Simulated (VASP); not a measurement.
Output of a VASP run:

### OUTCAR
```
 ion  position               nearest neighbor table
   1  0.000  0.000  0.000-   2 2.45   2 2.45   2 2.45   2 2.45
   2  0.250  0.250  0.250-   1 2.45   1 2.45   1 2.45   1 2.45
  LATTYP: Found a face centered cubic cell.
 ALAT       =     5.6580000000
 Subroutine PRICEL returns:
 Original cell was already a primitive cell.
 Subroutine GETGRP returns: Found 48 space group operations
The static configuration has the point symmetry T_d .
 The point group associated with its full space group is O_h .
The dynamic configuration has the point symmetry T_d .
 Subroutine INISYM returns: Found 48 space group operations
 Subroutine IBZKPT returns following result:
 Found     20 irreducible k-points:

 Following reciprocal coordinates:
            Coordinates               Weight
  0.000000  0.000000  0.000000      1.000000
  0.142857  0.000000  0.000000      8.000000
  0.285714  0.000000  0.000000      8.000000
  0.428571  0.000000  0.000000      8.000000
  0.142857  0.142857  0.000000      6.000000
  0.285714  0.142857  0.000000     24.000000
  0.428571  0.142857  0.000000     24.000000
 -0.428571  0.142857  0.000000     24.000000
 -0.285714  0.142857  0.000000     24.000000
 -0.142857  0.142857  0.000000     12.000000
  0.285714  0.285714  0.000000      6.000000
  0.428571  0.285714  0.000000     24.000000
 -0.428571  0.285714  0.000000     24.000000
 -0.285714  0.285714  0.000000     12.000000
  0.428571  0.428571  0.000000      6.000000
 -0.428571  0.428571  0.000000     12.000000
  0.428571  0.285714  0.142857     24.000000
 -0.428571  0.285714  0.142857     48.000000
 -0.428571  0.428571  0.142857     24.000000
 -0.285714  0.428571  0.142857     24.000000
   k-points           NKPTS =     20   k-points in BZ     NKDIM =     20   number of bands    NBANDS=     18
   number of dos      NEDOS =    301   number of ions     NIONS =      2
   total plane-waves  NPLWV =  27000
   dimension x,y,z NGX =    30 NGY =   30 NGZ =   30
   dimension x,y,z NGXF=    60 NGYF=   60 NGZF=   60
   ions per type =               2
   PREC   = accura    normal or accurate (medium, high low for compatibility)
   ISTART =      0    job   : 0-new  1-cont  2-samecut
   ICHARG =      2    charge: 1-file 2-atom 10-const
   ISPIN  =      1    spin polarized calculation?
   LNONCOLLINEAR =      F non collinear calculations
   LSORBIT =      F    spin-orbit coupling
   INIWAV =      1    electr: 0-lowe 1-rand  2-diag
   ENCUT  =  520.0 eV  38.22 Ry    6.18 a.u.   7.44  7.44  7.44*2*pi/ulx,y,z
   NELM   =    100;   NELMIN=  2; NELMDL= -5     # of ELM steps
   EDIFF  = 0.1E-05   stopping-criterion for ELM
   LREAL  =      F    real-space projection
   NLSPLINE    = F    spline interpolate recip. space projectors
   LMAXMIX     =    4 max onsite mixed and CHGCAR
   VOSKOWN=      0    Vosko Wilk Nusair interpolation
   EDIFFG = -.1E-01   stopping-criterion for IOM
   NSW    =     60    number of steps for IOM
   NBLOCK =      1;   KBLOCK =     60    inner block; outer block
   IBRION =      2    ionic relax: 0-MD 1-quasi-New 2-CG
   NFREE  =      1    steps in history (QN), initial steepest desc. (CG)
   ISIF   =      3    stress and relaxation
   ISYM   =      2    0-nonsym 1-usesym 2-fastsym
   TEIN   =    0.0    initial temperature
   TEBEG  =    0.0;   TEEND  =   0.0 temperature during run
   SMASS  =  -3.00    Nose mass-parameter (am)
   PSTRESS=    0.0 pullay stress
   NELECT =      28.0000    total number of electrons
   EFERMI =   0.00;   METHOD = LEGACY
   ISMEAR =     0;   SIGMA  =   0.05  broadening in eV -4-tet -1-fermi 0-gaus
   IALGO  =     38    algorithm
   LDIAG  =      T    sub-space diagonalisation (order eigenvalues)
   IMIX   =      4    mixing-type and parameters
     AMIX     =   0.40;   BMIX     =  1.00
     AMIX_MAG =   1.60;   BMIX_MAG =  1.00
     AMIN     =   0.10
   GGA     = MK    functional components
   VOSKOWN =     0    Vosko Wilk Nusair interpolation
   LHFCALC =     F    Hartree Fock is set to
...
```

OSZICAR:
```
       N       E                     dE             d eps       ncg     rms          rms(c)
DAV:   1     0.170305861731E+03    0.17031E+03   -0.15389E+04   728   0.428E+03
DAV:   2     0.184206104853E+02   -0.15189E+03   -0.14930E+03   720   0.534E+02
DAV:   3    -0.192736494588E+01   -0.20348E+02   -0.20189E+02   800   0.147E+02
DAV:   4    -0.254070983615E+01   -0.61334E+00   -0.61182E+00   814   0.292E+01
DAV:   5    -0.255077255962E+01   -0.10063E-01   -0.10060E-01   806   0.394E+00    0.311E+00
DAV:   6    -0.247847435069E+01    0.72298E-01   -0.32221E-02   762   0.148E+00    0.186E+00
DAV:   7    -0.243948979445E+01    0.38985E-01   -0.77323E-02   780   0.230E+00    0.156E-01
DAV:   8    -0.244107037022E+01   -0.15806E-02   -0.53723E-03   774   0.885E-01    0.528E-02
DAV:   9    -0.244112890599E+01   -0.58536E-04   -0.18652E-04   816   0.194E-01    0.140E-02
DAV:  10    -0.244113629222E+01   -0.73862E-05   -0.27185E-05   784   0.832E-02    0.694E-03
DAV:  11    -0.244113709121E+01   -0.79900E-06   -0.46703E-06   760   0.360E-02
   1 F= -.24411371E+01 E0= -.24410196E+01  d E =-.244114E+01
       N       E                     dE             d eps       ncg     rms          rms(c)
DAV:   1    -0.289978852848E+01   -0.45865E+00   -0.67980E+00   954   0.571E+01    0.391E+00
DAV:   2    -0.256342284540E+01    0.33637E+00   -0.45680E-01   932   0.136E+01    0.197E+00
DAV:   3    -0.245477950757E+01    0.10864E+00   -0.20033E-01   940   0.813E+00    0.413E-01
DAV:   4    -0.244734166213E+01    0.74378E-02   -0.21090E-02   898   0.304E+00    0.115E-01
DAV:   5    -0.244729034495E+01    0.51317E-04   -0.12921E-03   912   0.664E-01    0.759E-02
DAV:   6    -0.244727873175E+01    0.11613E-04   -0.14111E-04   900   0.246E-01    0.210E-03
DAV:   7    -0.244727916878E+01   -0.43703E-06   -0.71627E-06   872   0.413E-02
   2 F= -.24472792E+01 E0= -.24470982E+01  d E =-.614208E-02
       N       E                     dE             d eps       ncg     rms          rms(c)
DAV:   1    -0.248077643922E+01   -0.33498E-01   -0.45776E-01   952   0.138E+01    0.106E+00
DAV:   2    -0.245655659648E+01    0.24220E-01   -0.34655E-02   934   0.389E+00    0.526E-01
DAV:   3    -0.244893862090E+01    0.76180E-02   -0.12771E-02   940   0.207E+00    0.124E-01
DAV:   4    -0.244840981027E+01    0.52881E-03   -0.14813E-03   922   0.803E-01    0.265E-02
DAV:   5    -0.244839688428E+01    0.12926E-04   -0.10343E-04   818   0.198E-01    0.180E-02
DAV:   6    -0.244839756108E+01   -0.67680E-06   -0.72207E-06   856   0.546E-02
   3 F= -.24483976E+01 E0= -.24482694E+01  d E =-.726047E-02
```

File OUTCAR:
```
------------------------ aborting loop because EDIFF is reached ----------------------------------------
  FORCE on cell =-STRESS in cart. coord.  units (eV):
  Direction    XX          YY          ZZ          XY          YZ          ZX
  --------------------------------------------------------------------------------------
  Total       -0.0049542     -0.0049542     -0.0049542      0.0000000      0.0000000      0.0000000
  in kB       -0.1704077     -0.1704077     -0.1704077      0.0000000      0.0000000      0.0000000
  external PRESSURE =      -0.1704077 kB  Pullay stress =       0.0000000 kB
  volume of cell :       46.58
      direct lattice vectors                 reciprocal lattice vectors
    -0.000000000  2.855759825  2.855759825    -0.175084752  0.175084752  0.175084752
     2.855759825  0.000000000  2.855759825     0.175084752 -0.175084752  0.175084752
     2.855759825  2.855759825  0.000000000     0.175084752  0.175084752 -0.175084752
 POSITION                                       TOTAL-FORCE (eV/Angst)
 -----------------------------------------------------------------------------------
      0.00000      0.00000      0.00000        -0.000000      0.000000     -0.000000
      1.42788      1.42788      1.42788         0.000000     -0.000000      0.000000
 -----------------------------------------------------------------------------------
    total drift:                                0.000000     -0.000000      0.000000
  FREE ENERGIE OF THE ION-ELECTRON SYSTEM (eV)
  ---------------------------------------------------
  free  energy   TOTEN  =        -2.4483975611 eV

  energy  without entropy=       -2.4481413335  energy(sigma->0) =       -2.44826945

 reached required accuracy - stopping structural energy minimisation
```
(Selected blocks of OUTCAR.)

**POSCAR**
```
Ge
1
    0.0000000000     2.8290000000     2.8290000000
    2.8290000000     0.0000000000     2.8290000000
    2.8290000000     2.8290000000     0.0000000000
Ge
2
Direct
  0.0000000000   0.0000000000   0.0000000000
  0.2500000000   0.2500000000   0.2500000000
```

### Question
Write an INCAR and KPOINTS that could have produced this output.

### Answer
Several could match; the one computed here: the input of the run itself, optB86b-vdW, plane waves, VASP's PBE PAW potentials (set 64).

**KPOINTS**
```
Automatic mesh
0
Gamma
7 7 7
0 0 0
```

INCAR:
```
! general
SYSTEM   = Ge
PREC     = Accurate
ENCUT    = 520
LREAL    = .FALSE.
LASPH    = .TRUE.

! electronic loop
EDIFF    = 1E-6
NELM     = 100
ALGO     = Normal
LMAXMIX  = 4

! smearing
ISMEAR   = 0
SIGMA    = 0.05

! functional
GGA      = MK
LUSE_VDW = .TRUE.
AGGAC    = 0.0
PARAM1   = 0.1234
PARAM2   = 1.0

! ions
IBRION   = 2
NSW      = 60
ISIF     = 3
EDIFFG   = -0.01

! output
LWAVE    = .FALSE.
LCHARG   = .FALSE.
```

POTCAR, in this order: Ge_d (PBE.64 set). Program: vasp_std.

Energy and stress use the plane-wave basis of the starting cell.

The compound is Ge in the diamond structure. This run relaxes it. Symmetry was kept, so distortions that lower it aren't found.
